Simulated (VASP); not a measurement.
## SiAu3: equation of state with PBE

SiAu3:

```
Au Si
1.0
     0.00000    3.28573    3.28573
     3.28573    0.00000    3.28573
     3.28573    3.28573    0.00000
Au Si
3 1
Direct
  0.50000 0.50000 0.50000
  0.75000 0.75000 0.75000
  0.25000 0.25000 0.25000
  0.00000 0.00000 0.00000
```

The cell comes from a database or a generator and needn't be the stable form of this composition.

```
Program             : VASP 6.6.1
Task                : equation of state
Functional          : PBE
Potentials or basis : VASP PAW PBE potentials, release 64 (Au, Si)
Cutoff              : 520 eV
k mesh              : 7 × 7 × 7
Occupations         : fermi-dirac, width 0.05 eV
Spin                : no spin polarisation
```

* Equilibrium volume: 17.57 Å³/atom
* Bulk modulus: 125 GPa
* Pressure derivative of the bulk modulus: 5.6

Energy against volume, from the lowest point:
| volume (Å³/atom) | energy (meV/atom) |
| --- | --- |
| 16.672 | 19.21 |
| 17.027 | 6.27 |
| 17.382 | 0.15 |
| 17.736 | 0.00 |
| 18.091 | 5.11 |
| 18.446 | 14.81 |
| 18.801 | 28.48 |

All runs of the series together: 4.3 min on 1 thread of Intel(R) Xeon(R) Platinum 8375C CPU @ 2.90GHz (Ice Lake), with other jobs on the host.

Spin-orbit coupling is left out, which matters for the levels of Au.
